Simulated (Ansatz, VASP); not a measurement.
One calculation of Ge3Os, two programs

```
Ge Os
1.0
     5.19168    0.00000    0.00000
     0.00000    5.19168    0.00000
     0.00000    0.00000    5.19168
Ge Os
6 2
Cartesian
  1.2979 0.0000 2.5958
  2.5958 3.8938 0.0000
  3.8938 0.0000 2.5958
  2.5958 1.2979 0.0000
  0.0000 2.5958 3.8938
  0.0000 2.5958 1.2979
  0.0000 0.0000 0.0000
  2.5958 2.5958 2.5958
```

Change from the starting cell: species swapped into the Nb3Sn type (Pm-3n, No. 223).

Alike in both runs: task relaxation of cell and atoms; functional PBE; k mesh 4 × 4 × 4; occupations gaussian, width 0.1 eV; no spin polarisation.

|  | VASP | Ansatz |
| --- | --- | --- |
| version | VASP 6.6.1 | Ansatz 0.2.0 |
| potentials or method | VASP PAW PBE potentials, release 64 (Ge_d, Os) | scalar-relativistic, plane waves, PAW |
| plane-wave cutoff (eV) | 600 | 420 |
| valence electrons in the cell | 100 | 116 |

Ansatz gave:

* gap on the k mesh at the Fermi level, each at its own relaxed structure (eV): none
* relaxed volume (Å³/atom): 16.33
* relaxed cell length with the largest relative difference (Å): 5.075
* energy change over the relaxation (meV/atom): -28

Task: Which values does VASP return?

Result: gap on the k mesh at the Fermi level, each at its own relaxed structure (eV): none; relaxed volume (Å³/atom): 16.36; relaxed cell length with the largest relative difference (Å): 5.077; energy change over the relaxation (meV/atom): -27.

A gap of «none» marks a metal or a gap that the smearing closes. The two sets of potentials don't hold the same shells in valence.

The runs have no spin-orbit coupling, so splittings on Os are missing.
